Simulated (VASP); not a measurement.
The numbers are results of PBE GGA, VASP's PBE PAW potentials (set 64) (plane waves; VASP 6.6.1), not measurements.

Input for VASP

### POSCAR
```
CsI
1.0
  4.6709246997   0.0000000000   0.0000000000
  0.0000000000   4.6709246997   0.0000000000
  0.0000000000   0.0000000000   4.6709246997
Cs I
1 1
Cartesian
  0.0000000000   0.0000000000   0.0000000000
  2.3354623498   2.3354623498   2.3354623498
```

**INCAR**
```
LREAL = .FALSE.   # projection in real space or not
SYSTEM = CsI
LASPH = .TRUE.   # aspherical one-centre terms
IBRION = 2   # conjugate gradients
ISIF = 3
SIGMA = 0.05
ENCUT = 520   # plane-wave cut-off (eV)
EDIFF = 1E-6   # SCF stop (eV)
LCHARG = .FALSE.
PREC = Accurate
ISMEAR = 0
NSW = 60   # most ionic steps
ALGO = Normal   # blocked Davidson
LMAXMIX = 4   # l cut-off of mixed one-centre charges
EDIFFG = -0.01
GGA = PE
NELM = 100   # most electronic steps
LWAVE = .FALSE.
```

KPOINTS:
```
Automatic mesh
0
gamma
 5 5 5
0 0 0
```

POTCAR, in this order: Cs_sv I (PBE.64 set). Program: vasp_std.

Question: What does the run give for the energy per atom (σ→0)?

Answer: 
```
Item                            Value
---------------------  --------------
energy per atom (σ→0)  -2.721 eV/atom
```

**OSZICAR**
```
...
DAV:   6    -0.546647396186E+01    0.13103E+00   -0.17636E-01   260   0.193E+00    0.119E+00
DAV:   7    -0.543837840294E+01    0.28096E-01   -0.14812E-01   276   0.183E+00    0.607E-01
DAV:   8    -0.544211163629E+01   -0.37332E-02   -0.10656E-02   276   0.670E-01    0.710E-02
DAV:   9    -0.544255034428E+01   -0.43871E-03   -0.12370E-03   284   0.222E-01    0.797E-02
DAV:  10    -0.544263106378E+01   -0.80719E-04   -0.11472E-04   276   0.808E-02    0.132E-02
DAV:  11    -0.544262846186E+01    0.26019E-05   -0.31049E-05   296   0.277E-02    0.531E-03
DAV:  12    -0.544262931691E+01   -0.85505E-06   -0.38587E-06   272   0.142E-02
   1 F= -.54426293E+01 E0= -.54426293E+01  d E =-.544263E+01
```

The compound is CsI in the CsCl type structure. It was relaxed first, which changed the volume by +7 %. The start is the result of an earlier pass.
